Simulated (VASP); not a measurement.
All values below come from PBE GGA, VASP's PBE PAW potentials (set 64) (plane waves; VASP).

A VASP calculation is set up with these files.

### POSCAR
```
CdSe
1
    0.0000000000     3.0950869908     3.0950869908
    3.0950869908    -0.0000000000     3.0950869908
    3.0950869908     3.0950869908    -0.0000000000
Cd Se
1 1
Direct
  1.0000000000   0.0000000000   1.0000000000
  0.2500000000   0.2500000000   0.2500000000
```

### KPOINTS
```
Automatic mesh
0
Gamma
7 7 7
0 0 0
```

### INCAR
```
SYSTEM = CdSe
PREC = Accurate
ENCUT = 350
EDIFF = 1E-6
NELM = 100
ALGO = Normal
LREAL = .FALSE.
LASPH = .TRUE.
ISMEAR = 0
SIGMA = 0.05
GGA = PE
LMAXMIX = 4
LWAVE = .FALSE.
LCHARG = .TRUE.
```

POTCAR, in this order: Cd Se (PBE.64 set). Program: vasp_std.

The resulting files:

### OSZICAR
```
       N       E                     dE             d eps       ncg     rms          rms(c)
DAV:   1     0.867812235977E+02    0.86781E+02   -0.70877E+03   544   0.879E+02
DAV:   2    -0.244614970532E+01   -0.89227E+02   -0.86138E+02   615   0.252E+02
DAV:   3    -0.586472144007E+01   -0.34186E+01   -0.34126E+01   585   0.522E+01
DAV:   4    -0.588022574991E+01   -0.15504E-01   -0.15503E-01   595   0.341E+00
DAV:   5    -0.588031978643E+01   -0.94037E-04   -0.94036E-04   585   0.246E-01    0.598E+00
DAV:   6    -0.551482658330E+01    0.36549E+00   -0.67776E-01   677   0.102E+01    0.472E+00
DAV:   7    -0.549290162956E+01    0.21925E-01   -0.15717E-01   560   0.295E+00    0.205E+00
DAV:   8    -0.549344578961E+01   -0.54416E-03   -0.13649E-02   545   0.167E+00    0.237E-01
DAV:   9    -0.549359614479E+01   -0.15036E-03   -0.18568E-03   600   0.615E-01    0.479E-02
DAV:  10    -0.549367268752E+01   -0.76543E-04   -0.21017E-04   555   0.202E-01    0.462E-02
DAV:  11    -0.549372103491E+01   -0.48347E-04   -0.84700E-05   525   0.698E-02    0.148E-02
DAV:  12    -0.549371995149E+01    0.10834E-05   -0.65468E-06   620   0.359E-02    0.452E-03
DAV:  13    -0.549372064177E+01   -0.69028E-06   -0.23138E-06   519   0.113E-02
   1 F= -.54937206E+01 E0= -.54937206E+01  d E =-.355555E-11
```

OUTCAR:
```
------------------------ aborting loop because EDIFF is reached ----------------------------------------
  FORCE on cell =-STRESS in cart. coord.  units (eV):
  Direction    XX          YY          ZZ          XY          YZ          ZX
  --------------------------------------------------------------------------------------
  Total        0.0095853      0.0095853      0.0095853      0.0000000     -0.0000000     -0.0000000
  in kB        0.2589809      0.2589809      0.2589809      0.0000000     -0.0000000     -0.0000000
  external PRESSURE =       0.2589809 kB  Pullay stress =       0.0000000 kB
  volume of cell :       59.30
      direct lattice vectors                 reciprocal lattice vectors
     0.000000000  3.095086991  3.095086991    -0.161546348  0.161546348  0.161546348
     3.095086991  0.000000000  3.095086991     0.161546348 -0.161546348  0.161546348
     3.095086991  3.095086991  0.000000000     0.161546348  0.161546348 -0.161546348
  FREE ENERGIE OF THE ION-ELECTRON SYSTEM (eV)
  ---------------------------------------------------
  free  energy   TOTEN  =        -5.4937206418 eV

  energy  without entropy=       -5.4937206418  energy(sigma->0) =       -5.49372064
```
(Selected blocks of OUTCAR.)

The compound is CdSe in the zinc blende structure, whereas wurtzite is the usual form. It was relaxed first, which changed the volume by +7 %.
